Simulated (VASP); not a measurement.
# BSe: G0W0 gap of a sheet against vacuum, part 4 of 5

How does the G0W0 gap of a single sheet of BSe depend on the vacuum between its repeats?

VASP 6.6.1, plane waves and PAW; the level of theory is named at each step.

So far, quasiparticle gap on the mesh (eV): step 5 (G0W0, box 11 Å, bands in the sums 184) 3.16. Also gap on the k-mesh (eV): step 4 (empty bands, box 11 Å) 2.16; step 6 (ground state with more vacuum, box 12.5 Å, height 12.5) 2.16.

## (8) G0W0, box 12.5 Å, bands in the sums 216, height 12.5

This step: G0W0 on PBE; plane waves and PAW (B_GW, Se_GW) (VASP 6.6.1).

G0W0 in the taller cell, at the same response cutoff, frequencies and mesh.

Contents of INCAR:

```
SYSTEM = BSe
PREC = Accurate
ENCUT = 340
ISMEAR = 0
SIGMA = 0.01
LREAL = .FALSE.
GGA = PE
NBANDS = 216
ALGO = EVGW0
NELMGW = 1
ENCUTGW = 90
NOMEGA = 48
PRECFOCK = Fast
NBANDSGW = 24
LWAVE = .FALSE.
LCHARG = .FALSE.
```

Contents of POSCAR:

```
BSe
1.0
    3.1506780000      0.0000000000      0.0000000000
   -1.5753390000      2.7285671871      0.0000000000
    0.0000000000      0.0000000000     12.5000000000
B Se
2 2
Direct
    0.3333333333      0.6666666667      0.5683612902
    0.3333333333      0.6666666667      0.4316387098
    0.6666666667      0.3333333333      0.6455598800
    0.6666666667      0.3333333333      0.3544401200
```

Contents of KPOINTS:

```
Automatic mesh
0
Gamma
9 9 1
0 0 0
```

Potentials, in the order of the species: B_GW and Se_GW (PBE family, release 64).

Started as:

```console
$ mpirun -np 8 vasp_std
```

Output:

```text
[banner, memory and clock lines left out]
running    8 mpi-ranks, on    1 nodes
[...]
[... a notice as in an earlier step ...]

 [... a notice as in an earlier step ...]

 LDA part: xc-table for (Slater+PW92), standard interpolation
 found WAVECAR, reading the header
 POSCAR, INCAR and KPOINTS ok, starting setup
[...]
reading WAVECAR
 the WAVECAR file was read successfully
 initial charge from wavefunction
 available memory per node:     86.05 GB, setting MAXMEM to     88120

 The Fermi energy was updated, please check that it is located mid-gap
 values below the HOMO (VB) or above the LUMO (CB) will cause erroneous energies
 E-fermi :   1.4239

 calculate exact exchange contribution
 the WAVEDER file was read successfully
energies w=
    0.000    0.000    0.621    0.000    1.239    0.000    1.852    0.000
    2.458    0.000    3.056    0.000    3.643    0.000    4.221    0.000
    4.787    0.000    5.343    0.000    5.890    0.000    6.427    0.000
[...]
total number of BLAS operations       2143.65 Gflops
NQ=   8    0.3333    0.1111    0.0000,
|.........|.........|.........|.........|.........|.........|.........|.........
 performed       7106000 updates of chi_q(r,r)
 total number of BLAS operations       2520.01 Gflops
NQ=   9    0.4444    0.1111    0.0000,
|.........|.........|.........|.........|.........|.........|.........|.........
 performed       8060000 updates of chi_q(r,r)
 total number of BLAS operations       2825.60 Gflops
NQ=  10    0.2222    0.2222    0.0000,
|.........|.........|.........|.........|.........|.........|.........|.........
 performed       9014000 updates of chi_q(r,r)
 total number of BLAS operations       3156.14 Gflops
NQ=  11    0.3333    0.2222    0.0000,
|.........|.........|.........|.........|.........|.........|.........|.........
 performed      10155000 updates of chi_q(r,r)
 total number of BLAS operations       3539.95 Gflops
NQ=  12    0.3333    0.3333    0.0000,
|.........|.........|.........|.........|.........|.........|.........|.........
 performed      10695000 updates of chi_q(r,r)
 total number of BLAS operations       3719.82 Gflops
 resolving degeneracies of screened two electron integrals

 calculate QP shifts <psi_nk| G(iteration)W_0 |psi_nk>: iteration 1
 entering main loop
```

Run time: 2.7 min. Hardware: 8 MPI ranks of AMD EPYC 7R43, shared host; peak memory 1.8 GiB.

OUTCAR, selected parts (step 8):

```text
 QP shifts <psi_nk| G(iteration)W_0 |psi_nk>: iteration 1
 for sc-GW calculations column KS-energies equals QP-energies in previous step
 and V_xc(KS)=  KS-energies - (<T + V_ion + V_H > + <T+V_H+V_ion>^1  + <V_x>^1)
 k-point   1 :       0.0000    0.0000    0.0000
  band No.  KS-energies  QP-energies   sigma(KS)   V_xc(KS)     V^pw_x(r,r')   Z            occupation Imag(sigma)
    ...
      6      -0.5479      -1.1094     -13.7448     -13.0403     -14.9112       0.7969       2.0000       0.0488
      7      -0.4330      -1.2322     -12.4899     -11.4776     -14.1814       0.7895       2.0000       0.0575
      8       0.3457      -0.1827     -13.9386     -13.2816     -14.9579       0.8042       2.0000       0.0457
      9       0.3457      -0.1827     -13.9386     -13.2816     -14.9579       0.8042       2.0000       0.0457
     10       4.2021       5.0437     -11.0872     -12.1550      -7.2128       0.7882       0.0000      -0.0623
     11       4.2021       5.0437     -11.0872     -12.1550      -7.2128       0.7882       0.0000      -0.0623
     12       4.7246       5.0561      -5.3277      -5.7140      -2.7879       0.8584       0.0000      -0.0492
     13       4.9699       5.5964      -8.7698      -9.5340      -5.2822       0.8199       0.0000      -0.0608
    ...

[... 1 part as in an earlier step ...]

[... 2 further parts left out ...]
[key lines of the parts left out:]
E-fermi :   1.4239
```

The gap is now 3.205 eV, +43 meV against the lowest cell. Of the change against the lowest cell, +1 meV is already in the starting gap. The sheet keeps a typed, unrelaxed lattice constant, and the Coulomb interaction between its repeats isn't cut. Spin-orbit coupling is left out.

## (9) Ground state with more vacuum, box 14 Å, height 14

This step: PBE; plane waves and PAW (B_GW, Se_GW) (VASP 6.6.1).

The cell is made 14 Å high around the same sheet, and the chain is run again; the band count grows with the volume, so that the sums reach the same energy.

Contents of INCAR:

```
SYSTEM = BSe
PREC = Accurate
ENCUT = 340
EDIFF = 1E-08
NELM = 100
ISMEAR = 0
SIGMA = 0.01
LREAL = .FALSE.
ALGO = Normal
GGA = PE
NBANDS = 15
LORBIT = 11
LWAVE = .TRUE.
LCHARG = .FALSE.
KPAR = 8
```

Contents of POSCAR:

```
BSe
1.0
    3.1506780000      0.0000000000      0.0000000000
   -1.5753390000      2.7285671871      0.0000000000
    0.0000000000      0.0000000000     14.0000000000
B Se
2 2
Direct
    0.3333333333      0.6666666667      0.5610368662
    0.3333333333      0.6666666667      0.4389631338
    0.6666666667      0.3333333333      0.6299641786
    0.6666666667      0.3333333333      0.3700358214
```

KPOINTS is that of step 8.

Started as:

```console
$ mpirun -np 8 vasp_std
```

Output:

```text
[... set-up lines as in an earlier step ...]
 entering main loop
       N       E                     dE             d eps       ncg     rms          rms(c)
DAV:   1     0.828719476158E+02    0.82872E+02   -0.57134E+03   360   0.694E+02
DAV:   2    -0.152350876285E+02   -0.98107E+02   -0.91493E+02   498   0.169E+02
DAV:   3    -0.223058284601E+02   -0.70707E+01   -0.70035E+01   521   0.540E+01
DAV:   4    -0.225077616745E+02   -0.20193E+00   -0.20168E+00   567   0.960E+00
[...]
DAV:  17    -0.208471452921E+02   -0.60074E-06   -0.11428E-07   501   0.153E-03    0.141E-04
DAV:  18    -0.208471453382E+02   -0.46060E-07   -0.11606E-08   385   0.481E-04    0.490E-05
DAV:  19    -0.208471453393E+02   -0.10980E-08   -0.75105E-10   418   0.176E-04
   1 F= -.20847145E+02 E0= -.20847145E+02  d E =-.954662E-61
 writing wavefunctions
```

The job ended after 8.6 s (8 MPI ranks; peak memory 1.2 GiB).

Parts of OUTCAR (step 9):

```text
  Total        3.9019932      3.9019932     -0.2506921      0.0000000      0.0000000      0.0000000
  in kB       51.9434014     51.9434014     -3.3372179      0.0000000      0.0000000      0.0000000
  external PRESSURE =      33.5165283 kB  Pullay stress =       0.0000000 kB

 POSITION                                       TOTAL-FORCE (eV/Angst)
 -----------------------------------------------------------------------------------
     -0.00000      1.81904      7.85452        -0.000000     -0.000000     -0.029675
     -0.00000      1.81904      6.14548        -0.000000      0.000000      0.029675
      1.57534      0.90952      8.81950         0.000000      0.000000      0.012356
      1.57534      0.90952      5.18050         0.000000     -0.000000     -0.012356
 -----------------------------------------------------------------------------------
    total drift:                                0.000000     -0.000000     -0.000000

  FREE ENERGIE OF THE ION-ELECTRON SYSTEM (eV)
  ---------------------------------------------------
  free  energy   TOTEN  =       -20.8471453393 eV

  energy  without entropy=      -20.8471453393  energy(sigma->0) =      -20.84714534

[... 1 part as in an earlier step ...]

[... 2 further parts left out ...]
[key lines of the parts left out:]
E-fermi :  -0.1290
```

## (10) Empty bands, box 14 Å, height 14

The empty bands are made again, for the run that follows.

Contents of INCAR:

```
SYSTEM = BSe
PREC = Accurate
ENCUT = 340
ISMEAR = 0
SIGMA = 0.01
LREAL = .FALSE.
GGA = PE
NBANDS = 240
ALGO = Exact
NELM = 1
LWAVE = .TRUE.
LCHARG = .FALSE.
LOPTICS = .TRUE.
NEDOS = 1000
CSHIFT = 0.1
```

POSCAR is that of step 9.

KPOINTS is that of step 9.

Started as:

```console
$ mpirun -np 8 vasp_std
```

Output:

```text
[banner, memory and clock lines left out]
running    8 mpi-ranks, on    1 nodes
[...]
[... a notice as in an earlier step ...]

 LDA part: xc-table for (Slater+PW92), standard interpolation
 found WAVECAR, reading the header
  number of bands has changed, file:    15 present:   240
  trying to continue reading WAVECAR, but it might fail
 POSCAR, INCAR and KPOINTS ok, starting setup
[...]
reading WAVECAR
 random initialization beyond band           15
 the WAVECAR file was read successfully
 initial charge from wavefunction
 entering main loop
       N       E                     dE             d eps       ncg     rms          rms(c)
DIA:   1    -0.208471453403E+02   -0.20847E+02    0.00000E+00     0   0.000E+00
   1 F= -.20847145E+02 E0= -.20847145E+02  d E =-.707040E-28
 writing wavefunctions
 optical routines
 imaginary and real dielectric function
 recalculating local potential from charge density
 direction            1
 direction            2
 direction            3
```

Wall time 42 s (8 MPI ranks); peak memory 1.8 GiB; 5.3 min of CPU time.

OUTCAR, selected parts (step 10):

```text
  Total        3.9019921      3.9019921     -0.2507404      0.0000000     -0.0000000      0.0000000
  in kB       51.9433866     51.9433866     -3.3378603      0.0000000     -0.0000000      0.0000000
  external PRESSURE =      33.5163043 kB  Pullay stress =       0.0000000 kB

 POSITION                                       TOTAL-FORCE (eV/Angst)
 -----------------------------------------------------------------------------------
     -0.00000      1.81904      7.85452         0.000000     -0.000000     -0.029674
     -0.00000      1.81904      6.14548         0.000000      0.000000      0.029674
      1.57534      0.90952      8.81950        -0.000000      0.000000      0.012349
      1.57534      0.90952      5.18050        -0.000000     -0.000000     -0.012349
 -----------------------------------------------------------------------------------
    total drift:                                0.000000     -0.000000     -0.000000

  FREE ENERGIE OF THE ION-ELECTRON SYSTEM (eV)
  ---------------------------------------------------
  free  energy   TOTEN  =       -20.8471453403 eV

  energy  without entropy=      -20.8471453403  energy(sigma->0) =      -20.84714534

[... 1 part as in an earlier step ...]

[... 2 further parts left out ...]
[key lines of the parts left out:]
E-fermi :  -0.1690
```

WAVECAR now holds 240 bands for 18 electrons.

## (11) G0W0, box 14 Å, bands in the sums 240, height 14

This step: G0W0 on PBE; plane waves and PAW (B_GW, Se_GW) (VASP 6.6.1).

Contents of INCAR:

```
SYSTEM = BSe
PREC = Accurate
ENCUT = 340
ISMEAR = 0
SIGMA = 0.01
LREAL = .FALSE.
GGA = PE
NBANDS = 240
ALGO = EVGW0
NELMGW = 1
ENCUTGW = 90
NOMEGA = 48
PRECFOCK = Fast
NBANDSGW = 24
LWAVE = .FALSE.
LCHARG = .FALSE.
```

POSCAR is that of step 10.

KPOINTS is that of step 10.

Started as:

```console
$ mpirun -np 8 vasp_std
```

Output:

```text
[banner, memory and clock lines left out]
running    8 mpi-ranks, on    1 nodes
[...]
[... a notice as in an earlier step ...]

 [... a notice as in an earlier step ...]

 LDA part: xc-table for (Slater+PW92), standard interpolation
 found WAVECAR, reading the header
 POSCAR, INCAR and KPOINTS ok, starting setup
[...]
reading WAVECAR
 the WAVECAR file was read successfully
 initial charge from wavefunction
 available memory per node:     85.43 GB, setting MAXMEM to     87483

 The Fermi energy was updated, please check that it is located mid-gap
 values below the HOMO (VB) or above the LUMO (CB) will cause erroneous energies
 E-fermi :   0.8346

 calculate exact exchange contribution
 the WAVEDER file was read successfully
energies w=
    0.000    0.000    0.619    0.000    1.236    0.000    1.848    0.000
    2.453    0.000    3.049    0.000    3.635    0.000    4.211    0.000
    4.776    0.000    5.331    0.000    5.876    0.000    6.412    0.000
[...]
total number of BLAS operations       3019.05 Gflops
NQ=   8    0.3333    0.1111    0.0000,
|.........|.........|.........|.........|.........|.........|.........|.........
 performed       7907000 updates of chi_q(r,r)
 total number of BLAS operations       3551.82 Gflops
NQ=   9    0.4444    0.1111    0.0000,
|.........|.........|.........|.........|.........|.........|.........|.........
 performed       8969000 updates of chi_q(r,r)
 total number of BLAS operations       3978.34 Gflops
NQ=  10    0.2222    0.2222    0.0000,
|.........|.........|.........|.........|.........|.........|.........|.........
 performed      10031000 updates of chi_q(r,r)
 total number of BLAS operations       4451.78 Gflops
NQ=  11    0.3333    0.2222    0.0000,
|.........|.........|.........|.........|.........|.........|.........|.........
 performed      11300000 updates of chi_q(r,r)
 total number of BLAS operations       4975.28 Gflops
NQ=  12    0.3333    0.3333    0.0000,
|.........|.........|.........|.........|.........|.........|.........|.........
 performed      11901000 updates of chi_q(r,r)
 total number of BLAS operations       5225.53 Gflops
 resolving degeneracies of screened two electron integrals

 calculate QP shifts <psi_nk| G(iteration)W_0 |psi_nk>: iteration 1
 entering main loop
```

Run time: 3.1 min. Hardware: 8 MPI ranks; peak memory 2 GiB.

Parts of OUTCAR (step 11):

```text
 QP shifts <psi_nk| G(iteration)W_0 |psi_nk>: iteration 1
 for sc-GW calculations column KS-energies equals QP-energies in previous step
 and V_xc(KS)=  KS-energies - (<T + V_ion + V_H > + <T+V_H+V_ion>^1  + <V_x>^1)
 k-point   1 :       0.0000    0.0000    0.0000
  band No.  KS-energies  QP-energies   sigma(KS)   V_xc(KS)     V^pw_x(r,r')   Z            occupation Imag(sigma)
    ...
      6      -1.1375      -1.7197     -13.7735     -13.0403     -14.9257       0.7940       2.0000       0.0505
      7      -1.0201      -1.8356     -12.5308     -11.4942     -14.1876       0.7867       2.0000       0.0581
      8      -0.2438      -0.7925     -13.9668     -13.2815     -14.9668       0.8008       2.0000       0.0475
      9      -0.2438      -0.7925     -13.9668     -13.2815     -14.9668       0.8008       2.0000       0.0475
     10       3.6126       4.4687     -11.0650     -12.1550      -7.2066       0.7854       0.0000      -0.0634
     11       3.6126       4.4687     -11.0650     -12.1550      -7.2066       0.7854       0.0000      -0.0634
     12       4.1928       4.6607      -6.4304      -6.9848      -3.6198       0.8440       0.0000      -0.0534
     13       4.3982       4.8683      -7.2693      -7.8311      -4.2604       0.8367       0.0000      -0.0560
    ...

[... 1 part as in an earlier step ...]

[... 2 further parts left out ...]
[key lines of the parts left out:]
E-fermi :   0.8346
```

The gap is now 3.242 eV, +80 meV against the lowest cell. Of the change against the lowest cell, +2 meV is already in the starting gap. The sheet keeps a typed, unrelaxed lattice constant, and the Coulomb interaction between its repeats isn't cut. Spin-orbit coupling is left out.

## (12) Ground state with more vacuum, box 18 Å, height 18

This step: PBE; plane waves and PAW (B_GW, Se_GW) (VASP 6.6.1).

The cell is made 18 Å high around the same sheet, and the chain is run again; the band count grows with the volume, so that the sums reach the same energy.

Contents of INCAR:

```
SYSTEM = BSe
PREC = Accurate
ENCUT = 340
EDIFF = 1E-08
NELM = 100
ISMEAR = 0
SIGMA = 0.01
LREAL = .FALSE.
ALGO = Normal
GGA = PE
NBANDS = 15
LORBIT = 11
LWAVE = .TRUE.
LCHARG = .FALSE.
KPAR = 8
```

Contents of POSCAR:

```
BSe
1.0
    3.1506780000      0.0000000000      0.0000000000
   -1.5753390000      2.7285671871      0.0000000000
    0.0000000000      0.0000000000     18.0000000000
B Se
2 2
Direct
    0.3333333333      0.6666666667      0.5474731182
    0.3333333333      0.6666666667      0.4525268818
    0.6666666667      0.3333333333      0.6010832500
    0.6666666667      0.3333333333      0.3989167500
```

KPOINTS is that of step 11.

Started as:

```console
$ mpirun -np 8 vasp_std
```

Output:

```text
[... set-up lines as in an earlier step ...]
 entering main loop
       N       E                     dE             d eps       ncg     rms          rms(c)
DAV:   1     0.998257540985E+02    0.99826E+02   -0.52943E+03   360   0.657E+02
DAV:   2    -0.122407478903E+02   -0.11207E+03   -0.10356E+03   516   0.167E+02
DAV:   3    -0.222145325164E+02   -0.99738E+01   -0.98917E+01   536   0.614E+01
DAV:   4    -0.225090373845E+02   -0.29450E+00   -0.29415E+00   573   0.112E+01
[...]
DAV:  20    -0.208475977001E+02   -0.80480E-07   -0.21194E-09   406   0.192E-04    0.259E-05
DAV:  21    -0.208475977189E+02   -0.18734E-07   -0.97708E-10   378   0.125E-04    0.545E-06
DAV:  22    -0.208475977193E+02   -0.44759E-09   -0.37988E-11   404   0.405E-05
   1 F= -.20847598E+02 E0= -.20847598E+02  d E =-.244140E-57
 writing wavefunctions
```

Elapsed: 9 s, on 8 MPI ranks; peak memory 1.5 GiB; 66 s of CPU time.

From OUTCAR (step 12):

```text
  Total        3.9021626      3.9021626     -0.2482269      0.0000000      0.0000000     -0.0000000
  in kB       40.4021770     40.4021770     -2.5700892      0.0000000      0.0000000     -0.0000000
  external PRESSURE =      26.0780883 kB  Pullay stress =       0.0000000 kB

 POSITION                                       TOTAL-FORCE (eV/Angst)
 -----------------------------------------------------------------------------------
     -0.00000      1.81904      9.85452        -0.000000      0.000000     -0.030763
     -0.00000      1.81904      8.14548         0.000000      0.000000      0.030763
      1.57534      0.90952     10.81950         0.000000     -0.000000      0.012309
      1.57534      0.90952      7.18050        -0.000000      0.000000     -0.012309
 -----------------------------------------------------------------------------------
    total drift:                                0.000000     -0.000000     -0.000000

  FREE ENERGIE OF THE ION-ELECTRON SYSTEM (eV)
  ---------------------------------------------------
  free  energy   TOTEN  =       -20.8475977193 eV

  energy  without entropy=      -20.8475977193  energy(sigma->0) =      -20.84759772

[... 1 part as in an earlier step ...]

[... 2 further parts left out ...]
[key lines of the parts left out:]
E-fermi :  -1.2265
```

## (13) Empty bands, box 18 Å, height 18

The empty bands are made again, for the run that follows.

Contents of INCAR:

```
SYSTEM = BSe
PREC = Accurate
ENCUT = 340
ISMEAR = 0
SIGMA = 0.01
LREAL = .FALSE.
GGA = PE
NBANDS = 304
ALGO = Exact
NELM = 1
LWAVE = .TRUE.
LCHARG = .FALSE.
LOPTICS = .TRUE.
NEDOS = 1000
CSHIFT = 0.1
```

POSCAR is that of step 12.

KPOINTS is that of step 12.

Started as:

```console
$ mpirun -np 8 vasp_std
```

Output:

```text
[banner, memory and clock lines left out]
running    8 mpi-ranks, on    1 nodes
[...]
[... a notice as in an earlier step ...]

 LDA part: xc-table for (Slater+PW92), standard interpolation
 found WAVECAR, reading the header
  number of bands has changed, file:    15 present:   304
  trying to continue reading WAVECAR, but it might fail
 POSCAR, INCAR and KPOINTS ok, starting setup
[...]
reading WAVECAR
 random initialization beyond band           15
 the WAVECAR file was read successfully
 initial charge from wavefunction
 entering main loop
       N       E                     dE             d eps       ncg     rms          rms(c)
DIA:   1    -0.208475977200E+02   -0.20848E+02    0.00000E+00     0   0.000E+00
   1 F= -.20847598E+02 E0= -.20847598E+02  d E =-.210011E-12
 writing wavefunctions
 optical routines
 imaginary and real dielectric function
 recalculating local potential from charge density
 direction            1
 direction            2
 direction            3
```

The job ended after 57 s (8 MPI ranks; peak memory 2.2 GiB; 7.4 min of CPU time).

From OUTCAR (step 13):

```text
  Total        3.9021680      3.9021680     -0.2482307      0.0000000      0.0000000      0.0000000
  in kB       40.4022329     40.4022329     -2.5701288      0.0000000      0.0000000      0.0000000
  external PRESSURE =      26.0781123 kB  Pullay stress =       0.0000000 kB

 POSITION                                       TOTAL-FORCE (eV/Angst)
 -----------------------------------------------------------------------------------
     -0.00000      1.81904      9.85452         0.000000     -0.000000     -0.030761
     -0.00000      1.81904      8.14548         0.000000      0.000000      0.030761
      1.57534      0.90952     10.81950        -0.000000      0.000000      0.012309
      1.57534      0.90952      7.18050        -0.000000     -0.000000     -0.012309
 -----------------------------------------------------------------------------------
    total drift:                                0.000000     -0.000000     -0.000000

  FREE ENERGIE OF THE ION-ELECTRON SYSTEM (eV)
  ---------------------------------------------------
  free  energy   TOTEN  =       -20.8475977200 eV

  energy  without entropy=      -20.8475977200  energy(sigma->0) =      -20.84759772

[... 1 part as in an earlier step ...]

[... 2 further parts left out ...]
[key lines of the parts left out:]
E-fermi :  -1.2927
```

WAVECAR now holds 304 bands for 18 electrons.

[end of part 4 of 5]

[Lines on the potential files, build, host, timing and source positions are cut from VASP's logs without a mark.]

[Logs are printed without paths, hosts, clocks, repeated set-up lines and the standing remarks that a program may print on its own settings, such as how far it seeks lower states.]

[Hosts, paths, dates, database ids (printed as entryN), source tags and the programs' standing remarks are cut or masked in the printed files.]

[Pressures printed for these runs are not shown converged in the cutoff: they can be off by several GPa and have the wrong sign.]
